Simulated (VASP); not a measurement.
Input of a VASP 6.6.1 run:

Contents of INCAR:

```
  PREC = Accurate
  ENCUT = 520
  EDIFF = 1E-6
  ISMEAR = 0
  SIGMA = 0.1
  LREAL = F
  LASPH = T
  NELM = 60
  ALGO = Normal
  ISIF = 2
  LWAVE = F
  LCHARG = T
  GGA = PE
  LELF = T
  LVHAR = T
  NBANDS = 21
```

File KPOINTS:

```
regular mesh
0
Gamma
  6 6 6
```

The input POSCAR:

```
BeB3
1.0
    0.0000000000      3.6523812203      3.6523812203
    3.6523812203      0.0000000000      3.6523812203
    3.6523812203      3.6523812203      0.0000000000
Be B
2 6
Direct
    0.7500000000      0.7500000000      0.7500000000
    0.5000000000      0.5000000000      0.5000000000
    0.0000000000      0.0000000000      0.0000000000
    0.2500000000      0.2500000000      0.2500000000
    0.1250000000      0.1250000000      0.1250000000
    0.1250000000      0.1250000000      0.6250000000
    0.1250000000      0.6250000000      0.1250000000
    0.6250000000      0.1250000000      0.1250000000
```

Potentials or basis: VASP PAW PBE potentials, release 64 (Be, B).

Run with:

```bash
$ cat potpaw_PBE.64/Be/POTCAR potpaw_PBE.64/B/POTCAR > POTCAR
$ mpirun -np 1 vasp_std > vasp.out
```

Problem. Predict the band gap on the k mesh.

Solution. None (metal or under the smearing width).

Problem. Estimate the pressure.

Solution. 0.3 GPa.
